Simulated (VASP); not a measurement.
```xyz
3
Lattice="1.8989 -3.2890 0.0000 1.8989 3.2890 0.0000 0.0000 0.0000 5.1162" Properties=species:S:1:pos:R:3 pbc="T T T"
Pt     0.0000     0.0000     0.0000
Se     1.8989     1.0963     1.3089
Se     1.8989    -1.0963     3.8073
```

Computed with optB88-vdW, VASP's PBE PAW potentials (set 64) (plane waves; VASP). Run with 520 eV cut-off, 10×10×7 Γ-centred mesh, tetrahedra with Blöchl corrections, potentials Pt Se.

The cores are frozen, which limits the accuracy of field gradients.

### Question
Give the principal components of the electric field gradient (V/Å²) and the asymmetry η at each nucleus.

### Answer

```tsv
atom	Vxx	Vyy	Vzz	η
Pt1	-57.0	-57.0	113.9	0.00
Se2	22.2	22.2	-44.4	0.00
Se3	22.2	22.2	-44.4	0.00
```

The compound is PtSe2 in the 1T layered structure. It was relaxed first.
